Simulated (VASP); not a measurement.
```
W
1.0
    5.06191     0.00000     0.00000
    0.00000     5.06191     0.00000
    0.00000     0.00000     5.06191
W
8
Direct
  0.25000   0.00000   0.50000
  0.75000   0.00000   0.50000
  0.50000   0.75000   0.00000
  0.50000   0.25000   0.00000
  0.00000   0.50000   0.75000
  0.00000   0.50000   0.25000
  0.00000   0.00000   0.00000
  0.50000   0.50000   0.50000
```

Calculation: r2SCAN meta-GGA, VASP's PBE PAW potentials (set 64) (plane waves; VASP). Numerical set-up: 400 eV cut-off, 7×7×7 Γ-centred mesh, tetrahedra with Blöchl corrections, potentials W_sv.

Unless said otherwise, spin-orbit coupling is left out, though it shifts the bands of the heavy elements here.

Predict the energy per atom (σ→0), band gap (over mesh and band path) with the smallest direct gap where there is one.

```json
{
 "band gap (over mesh and band path)": "none (metal, semimetal or under 0.01 eV)",
 "energy per atom (σ→0)": "-51.241 eV/atom"
}
```

The structure comes from a computed database's W entry (Pm-3n); how it stands against other phases isn't given here. It was relaxed first.
